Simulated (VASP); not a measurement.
Input for VASP

File POSCAR:
```
AlAs
1.0
  0.0000000000   2.6298445159   2.6298445159
  2.6298445159   0.0000000000   2.6298445159
  2.6298445159   2.6298445159   0.0000000000
Al As
1 1
Cart
  0.0000000000   0.0000000000   0.0000000000
  1.3149222579   1.3149222579   1.3149222579
```

File KPOINTS:
```
Automatic
0
gamma
9 9 9
0 0 0
```

**INCAR**
```
SYSTEM = AlAs
PREC = Accurate
ENCUT = 500
EDIFF = 1E-6
NELM = 100
ALGO = Normal
LREAL = .FALSE.
LASPH = .TRUE.
ISMEAR = 0
SIGMA = 0.05
GGA = PE
LMAXMIX = 4
LWAVE = .FALSE.
LCHARG = .FALSE.
IBRION = 2
ISIF = 3
NSW = 40
EDIFFG = -0.02
PSTRESS = 450
```

POTCAR, in this order: Al As (PBE.64 set). Program: vasp_std.

**Question.** Translate this PBE calculation to Ansatz.

**Answer.** One equivalent input (not run):
Ansatz 0.2 input:
```yaml
crystal:
  lattice:
    - [0.0000000, 2.6298445, 2.6298445]
    - [2.6298445, 0.0000000, 2.6298445]
    - [2.6298445, 2.6298445, 0.0000000]
  atoms:
    - { symbol: Al, position: [0.0000000, 0.0000000, 0.0000000] }
    - { symbol: As, position: [0.2500000, 0.2500000, 0.2500000] }
kpoints:
  mp_grid: { grid: [9, 9, 9] }
hamiltonian:
  xc: pbe
  pseudopotentials: { kind: paw }
scf:
  occupations: { method: gaussian, width: 0.05 }
  max_iter: 100
relax:
  max_steps: 40
  f_tol: 0.02
  cell: { p_target: 45 }
output: { forces: true, stress: true, eigenvalues: true }
```
The two are equivalent in intent, not identical: each code has its own PAW files, so the cut-off isn't converted (ENCUT is set for VASP's; basis.ecutwfc is left out, and Ansatz then takes the one that its files recommend); Ansatz stops its SCF on the density residual and VASP on the energy change (EDIFF).

The compound is AlAs in the zinc blende structure. This run relaxes it under an external pressure of 45 GPa. Symmetry was kept, so distortions that lower it aren't found.
